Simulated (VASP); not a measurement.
Output of a VASP run:

**OSZICAR**
```
...
RMM:   4    -0.252939784929E+03   -0.40349E-06   -0.70720E-06   369   0.478E-03
   6 F= -.25293978E+03 E0= -.25293978E+03  d E =-.143126E-01  mag=     1.0000
       N       E                     dE             d eps       ncg     rms          rms(c)
DAV:   1    -0.252941694382E+03   -0.19099E-02   -0.35427E-02   656   0.348E-01    0.653E-02
RMM:   2    -0.252941866091E+03   -0.17171E-03   -0.22793E-03   632   0.868E-02    0.219E-02
RMM:   3    -0.252941897504E+03   -0.31413E-04   -0.36812E-04   662   0.350E-02    0.142E-02
RMM:   4    -0.252941900249E+03   -0.27453E-05   -0.54724E-05   523   0.136E-02
   7 F= -.25294190E+03 E0= -.25294190E+03  d E =-.211532E-02  mag=     1.0000
       N       E                     dE             d eps       ncg     rms          rms(c)
DAV:   1    -0.252942659702E+03   -0.76220E-03   -0.10605E-01   688   0.603E-01    0.113E-01
RMM:   2    -0.252943179838E+03   -0.52014E-03   -0.68949E-03   632   0.151E-01    0.385E-02
RMM:   3    -0.252943276895E+03   -0.97057E-04   -0.11321E-03   661   0.612E-02    0.252E-02
RMM:   4    -0.252943284390E+03   -0.74949E-05   -0.16825E-04   642   0.238E-02    0.114E-02
RMM:   5    -0.252943289475E+03   -0.50845E-05   -0.42036E-05   463   0.115E-02
   8 F= -.25294329E+03 E0= -.25294329E+03  d E =-.350455E-02  mag=     1.0000
       N       E                     dE             d eps       ncg     rms          rms(c)
DAV:   1    -0.252944624506E+03   -0.13401E-02   -0.20668E-02   720   0.260E-01    0.394E-02
RMM:   2    -0.252944712422E+03   -0.87916E-04   -0.98998E-04   632   0.568E-02    0.163E-02
RMM:   3    -0.252944732197E+03   -0.19775E-04   -0.16276E-04   611   0.233E-02    0.113E-02
RMM:   4    -0.252944735278E+03   -0.30805E-05   -0.22584E-05   404   0.902E-03
   9 F= -.25294474E+03 E0= -.25294474E+03  d E =-.144580E-02  mag=     1.0000
       N       E                     dE             d eps       ncg     rms          rms(c)
DAV:   1    -0.252946250126E+03   -0.15179E-02   -0.18524E-01   638   0.778E-01    0.117E-01
RMM:   2    -0.252947002208E+03   -0.75208E-03   -0.87794E-03   632   0.169E-01    0.477E-02
RMM:   3    -0.252947160561E+03   -0.15835E-03   -0.14281E-03   666   0.693E-02    0.329E-02
RMM:   4    -0.252947177293E+03   -0.16732E-04   -0.20091E-04   637   0.268E-02    0.146E-02
RMM:   5    -0.252947186499E+03   -0.92066E-05   -0.53390E-05   507   0.131E-02
  10 F= -.25294719E+03 E0= -.25294719E+03  d E =-.389702E-02  mag=     1.0000
       N       E                     dE             d eps       ncg     rms          rms(c)
DAV:   1    -0.252947269138E+03   -0.91845E-04   -0.14638E-02   720   0.219E-01    0.331E-02
RMM:   2    -0.252947335835E+03   -0.66697E-04   -0.72899E-04   632   0.487E-02    0.145E-02
RMM:   3    -0.252947351980E+03   -0.16145E-04   -0.12413E-04   576   0.201E-02    0.104E-02
RMM:   4    -0.252947354750E+03   -0.27698E-05   -0.16673E-05   396   0.780E-03
  11 F= -.25294735E+03 E0= -.25294735E+03  d E =-.406528E-02  mag=     1.0000
       N       E                     dE             d eps       ncg     rms          rms(c)
DAV:   1    -0.252948296901E+03   -0.94492E-03   -0.23405E-02   672   0.287E-01    0.576E-02
RMM:   2    -0.252948429744E+03   -0.13284E-03   -0.16138E-03   632   0.740E-02    0.196E-02
RMM:   3    -0.252948454731E+03   -0.24987E-04   -0.25029E-04   667   0.292E-02    0.117E-02
RMM:   4    -0.252948456154E+03   -0.14234E-05   -0.32511E-05   437   0.111E-02
  12 F= -.25294846E+03 E0= -.25294846E+03  d E =-.110140E-02  mag=     1.0000
```

OUTCAR:
```
------------------------ aborting loop because EDIFF is reached ----------------------------------------
  FORCE on cell =-STRESS in cart. coord.  units (eV):
  Direction    XX          YY          ZZ          XY          YZ          ZX
  --------------------------------------------------------------------------------------
  Total        9.2542498      9.2255062      9.2333740      0.0449397      0.1392913     -0.0023715
  in kB        9.6926916      9.6625862      9.6708268      0.0470688      0.1458905     -0.0024838
  external PRESSURE =       9.6753682 kB  Pullay stress =       0.0000000 kB
  volume of cell :     1529.70
      direct lattice vectors                 reciprocal lattice vectors
    11.522210422  0.000000000  0.000000000     0.086788903  0.000000000  0.000000000
     0.000000000 11.522210422  0.000000000     0.000000000  0.086788903  0.000000000
     0.000000000  0.000000000 11.522210422     0.000000000  0.000000000  0.086788903
  FREE ENERGIE OF THE ION-ELECTRON SYSTEM (eV)
  ---------------------------------------------------
  free  energy   TOTEN  =      -252.9484561542 eV

  energy  without entropy=     -252.9484561542  energy(sigma->0) =     -252.94845615

 total charge

# of ion       s       p       d       tot
------------------------------------------
    1        1.080   1.120   0.123   2.323
    2        1.078   1.137   0.125   2.341
    3        1.078   1.136   0.125   2.339
    4        1.078   1.130   0.125   2.332
    5        1.081   1.119   0.123   2.322
    6        1.078   1.136   0.125   2.340
    7        1.081   1.118   0.122   2.321
    8        1.080   1.118   0.122   2.321
    9        1.123   0.980   0.095   2.197
   10        1.123   0.977   0.094   2.194
   11        1.078   1.136   0.125   2.339
   12        1.123   0.975   0.094   2.192
   13        1.081   1.118   0.123   2.321
   14        1.080   1.119   0.123   2.323
   15        1.078   1.130   0.125   2.333
   16        1.078   1.136   0.125   2.340
   17        1.078   1.136   0.125   2.339
   18        1.078   1.134   0.125   2.337
   19        1.080   1.118   0.123   2.322
   20        1.078   1.135   0.125   2.338
   21        1.123   0.979   0.094   2.196
   22        1.078   1.134   0.125   2.337
   23        1.078   1.130   0.125   2.333
   24        1.078   1.137   0.125   2.340
   25        1.078   1.135   0.125   2.338
   26        1.080   1.119   0.123   2.322
   27        1.078   1.134   0.125   2.337
   28        1.081   1.118   0.122   2.321
   29        1.080   1.118   0.123   2.322
   30        1.080   1.119   0.123   2.322
   31        1.080   1.119   0.123   2.322
   32        1.078   1.129   0.124   2.331
   33        1.214   1.571   0.025   2.810
   34        1.214   1.571   0.025   2.810
   35        1.214   1.571   0.025   2.810
   36        1.210   1.586   0.024   2.820
   37        1.214   1.571   0.025   2.810
   38        1.214   1.570   0.025   2.809
   39        1.210   1.587   0.024   2.820
   40        1.214   1.570   0.025   2.809
   41        1.214   1.570   0.025   2.809
   42        1.214   1.571   0.025   2.810
   43        1.214   1.570   0.025   2.809
   44        1.210   1.587   0.024   2.821
   45        1.210   1.587   0.024   2.821
   46        1.210   1.586   0.024   2.820
   47        1.214   1.590   0.024   2.829
   48        1.214   1.570   0.025   2.809
...
```
(Selected blocks of OUTCAR.)

POSCAR:
```
Ga32As31
1
   11.5222104216     0.0000000000     0.0000000000
    0.0000000000    11.5222104216    -0.0000000000
   -0.0000000000    -0.0000000000    11.5222104216
Ga As
32 31
Direct
  0.5000000000   0.0000000000   0.0000000000
  0.7500000000   0.2500000000   0.0000000000
  0.7500000000   0.0000000000   0.2500000000
  0.0000000000   0.0000000000   0.0000000000
  0.2500000000   0.2500000000   0.0000000000
  0.5000000000   0.5000000000   0.0000000000
  0.7500000000   0.7500000000   0.0000000000
  0.2500000000   0.0000000000   0.2500000000
  0.4978500000   0.2461890000   0.2537800000
  0.7504130000   0.5041350000   0.2535160000
  0.5000000000   0.0000000000   0.5000000000
  0.7539450000   0.2542710000   0.4982430000
  0.7500000000   0.0000000000   0.7500000000
  0.0000000000   0.5000000000   0.0000000000
  0.2500000000   0.7500000000   0.0000000000
  0.0000000000   0.2500000000   0.2500000000
  0.2500000000   0.5000000000   0.2500000000
  0.5000000000   0.7500000000   0.2500000000
  0.0000000000   0.0000000000   0.5000000000
  0.2500000000   0.2500000000   0.5000000000
  0.5010740000   0.5041450000   0.5014650000
  0.7500000000   0.7500000000   0.5000000000
  0.2500000000   0.0000000000   0.7500000000
  0.5000000000   0.2500000000   0.7500000000
  0.7500000000   0.5000000000   0.7500000000
  0.0000000000   0.7500000000   0.2500000000
  0.0000000000   0.5000000000   0.5000000000
  0.2500000000   0.7500000000   0.5000000000
  0.0000000000   0.2500000000   0.7500000000
  0.2500000000   0.5000000000   0.7500000000
  0.5000000000   0.7500000000   0.7500000000
  0.0000000000   0.7500000000   0.7500000000
  0.6250000000   0.1250000000   0.1250000000
  0.8750000000   0.3750000000   0.1250000000
  0.8750000000   0.1250000000   0.3750000000
  0.1250000000   0.1250000000   0.1250000000
  0.3750000000   0.3750000000   0.1250000000
  0.6250000000   0.6250000000   0.1250000000
  0.8750000000   0.8750000000   0.1250000000
  0.3750000000   0.1250000000   0.3750000000
  0.8750000000   0.6250000000   0.3750000000
  0.6250000000   0.1250000000   0.6250000000
  0.8750000000   0.3750000000   0.6250000000
  0.8750000000   0.1250000000   0.8750000000
  0.1250000000   0.6250000000   0.1250000000
  0.3750000000   0.8750000000   0.1250000000
  0.1250000000   0.3750000000   0.3750000000
  0.3750000000   0.6250000000   0.3750000000
  0.6250000000   0.8750000000   0.3750000000
  0.1250000000   0.1250000000   0.6250000000
  0.3750000000   0.3750000000   0.6250000000
  0.6250000000   0.6250000000   0.6250000000
  0.8750000000   0.8750000000   0.6250000000
  0.3750000000   0.1250000000   0.8750000000
  0.6250000000   0.3750000000   0.8750000000
  0.8750000000   0.6250000000   0.8750000000
  0.1250000000   0.8750000000   0.3750000000
  0.1250000000   0.6250000000   0.6250000000
  0.3750000000   0.8750000000   0.6250000000
  0.1250000000   0.3750000000   0.8750000000
  0.3750000000   0.6250000000   0.8750000000
  0.6250000000   0.8750000000   0.8750000000
  0.1250000000   0.8750000000   0.8750000000
```

**Question.** Write an INCAR and KPOINTS that could have produced this output.

**Answer.** Several could match; the one computed here: the input of the run itself, PBE GGA, plane waves, VASP's PBE PAW potentials (set 64).

KPOINTS:
```
Automatic mesh
0
Gamma
1 1 1
0 0 0
```

### INCAR
```
SYSTEM = Ga32As31
PREC = Normal; ENCUT = 400; LREAL = Auto
LASPH = .TRUE.; ISYM = 0
EDIFF = 1E-5; NELM = 100; NELMIN = 4
ALGO = Fast; LMAXMIX = 4
ISMEAR = 0; SIGMA = 0.05
GGA = PE
ISPIN = 2; MAGMOM = 63*0.0159; NUPDOWN = 1
IBRION = 2; NSW = 60; ISIF = 2
EDIFFG = -0.03
LWAVE = .TRUE.; LCHARG = .FALSE.; LORBIT = 10
```

POTCAR, in this order: Ga As (PBE.64 set). Program: vasp_gam.

The supercell is sampled at Γ alone, which is coarse: total energies, pressure and levels can be off, energies of defects by several tenths of an eV.

The cell is a supercell with a defect, built from GaAs (zinc blende): vac_As.
